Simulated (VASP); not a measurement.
Output of a VASP run:

### OSZICAR
```
       N       E                     dE             d eps       ncg     rms          rms(c)
DAV:   1     0.243834409986E+03    0.24383E+03   -0.17485E+04   616   0.147E+03
DAV:   2     0.165441566472E+01   -0.24218E+03   -0.23670E+03   694   0.346E+02
DAV:   3    -0.120187281343E+02   -0.13673E+02   -0.13606E+02   706   0.816E+01
DAV:   4    -0.121514100259E+02   -0.13268E+00   -0.13262E+00   706   0.774E+00
DAV:   5    -0.121525476343E+02   -0.11376E-02   -0.11375E-02   730   0.669E-01    0.805E+00
DAV:   6    -0.114071020042E+02    0.74545E+00   -0.17447E+00   742   0.134E+01    0.637E+00
DAV:   7    -0.113747206652E+02    0.32381E-01   -0.55291E-01   694   0.414E+00    0.273E+00
DAV:   8    -0.113735297937E+02    0.11909E-02   -0.61425E-02   688   0.278E+00    0.360E-01
DAV:   9    -0.113732533343E+02    0.27646E-03   -0.10352E-02   712   0.129E+00    0.123E-01
DAV:  10    -0.113734788100E+02   -0.22548E-03   -0.11382E-03   682   0.385E-01    0.778E-02
DAV:  11    -0.113736442470E+02   -0.16544E-03   -0.39614E-04   658   0.131E-01    0.234E-02
DAV:  12    -0.113736159424E+02    0.28305E-04   -0.12436E-04   780   0.114E-01    0.828E-03
DAV:  13    -0.113736221525E+02   -0.62101E-05   -0.25460E-05   658   0.269E-02    0.844E-03
DAV:  14    -0.113736216553E+02    0.49722E-06   -0.17418E-06   766   0.786E-03    0.394E-03
DAV:  15    -0.113736220244E+02   -0.36912E-06   -0.41357E-07   664   0.352E-03    0.134E-03
DAV:  16    -0.113736219805E+02    0.43904E-07   -0.53335E-08   462   0.122E-03
   1 F= -.11373622E+02 E0= -.11373622E+02  d E =-.113736E+02
```

OUTCAR:
```
------------------------ aborting loop because EDIFF is reached ----------------------------------------
  FORCE on cell =-STRESS in cart. coord.  units (eV):
  Direction    XX          YY          ZZ          XY          YZ          ZX
  --------------------------------------------------------------------------------------
  Total       -0.9974050     -0.9974049     -0.9532710      0.0000000      0.0000000      0.0000000
  in kB      -13.5516978    -13.5516961    -12.9520507      0.0000000      0.0000000      0.0000000
  external PRESSURE =     -13.3518149 kB  Pullay stress =       0.0000000 kB
  volume of cell :      117.92
      direct lattice vectors                 reciprocal lattice vectors
     2.185862459 -3.786024594  0.000000000     0.228742663 -0.132064647  0.000000000
     2.185862459  3.786024594  0.000000000     0.228742663  0.132064647  0.000000000
     0.000000000  0.000000000  7.124463576     0.000000000  0.000000000  0.140361445
  FREE ENERGIE OF THE ION-ELECTRON SYSTEM (eV)
  ---------------------------------------------------
  free  energy   TOTEN  =       -11.3736219805 eV

  energy  without entropy=      -11.3736219805  energy(sigma->0) =      -11.37362198

 reached required accuracy - stopping structural energy minimisation
```
(Selected blocks of OUTCAR.)

POSCAR:
```
CdSe
1
    2.1858624588    -3.7860245935     0.0000000000
    2.1858624588     3.7860245935     0.0000000000
    0.0000000000     0.0000000000     7.1244635762
Cd Se
2 2
Direct
  0.6666670000   0.3333330000   0.5000046367
  0.3333330000   0.6666670000   0.0000046367
  0.6666670000   0.3333330000   0.8759953633
  0.3333330000   0.6666670000   0.3759953633
```

Write an INCAR and KPOINTS that could have produced this output.

One answer among several that fit: the input of the run itself, AM05 GGA, plane waves, VASP's PBE PAW potentials (set 64).

KPOINTS:
```
Automatic mesh
0
Gamma
6 6 3
0 0 0
```

**INCAR**
```
# general
SYSTEM  = CdSe
PREC    = Accurate
ENCUT   = 520
LREAL   = F
LASPH   = T

# electronic loop
EDIFF   = 1E-7
NELM    = 100
ALGO    = Normal
LMAXMIX = 4

# smearing
ISMEAR  = 0
SIGMA   = 0.05

# functional
GGA     = AM

# ions
IBRION  = 2
NSW     = 30
ISIF    = 4
EDIFFG  = -0.01

# output
LWAVE   = F
LCHARG  = F
```

POTCAR, in this order: Cd Se (PBE.64 set). Program: vasp_std.

The compound is CdSe in the wurtzite structure. This cell is one point of a volume scan, at 1.03 of the reference volume.
